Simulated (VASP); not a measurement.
Here is the system:

```
CELL_PARAMETERS angstrom
      0.00000     2.46357     2.46357
      2.46357     0.00000     2.46357
      2.46357     2.46357     0.00000
ATOMIC_POSITIONS crystal
  Hf 0.00000 0.00000 0.00000
  O  0.25000 0.25000 0.25000
  O  0.75000 0.75000 0.75000
```

Calculation: LDA (Ceperley-Alder, Perdew-Zunger), VASP's LDA PAW potentials (set 64) (plane waves; VASP). Run with 620 eV cut-off, 8×8×8 Γ-centred mesh, Gaussian smearing of 0.050 eV, potentials Hf_pv O.

Unless said otherwise, spin-orbit coupling is left out, though it shifts the bands of the heavy elements here.

### Question
What does the run give for the energy per atom (σ→0), pressure, band gap (on the k-mesh) with the smallest direct gap where there is one?

### Answer

```
Item                                           Value
-----------------------------------  ---------------
band gap (on the k-mesh)                     3.82 eV
smallest direct gap (on the k-mesh)          3.82 eV
energy per atom (σ→0)                -11.015 eV/atom
pressure                                    9.97 GPa
```

Only differences to runs with the same potentials and settings are physical.

The compound is HfO2 in the fluorite structure, the high-temperature cubic form, which is unstable at 0 K; the monoclinic form is the stable one. It was relaxed first under an external pressure of 10 GPa.
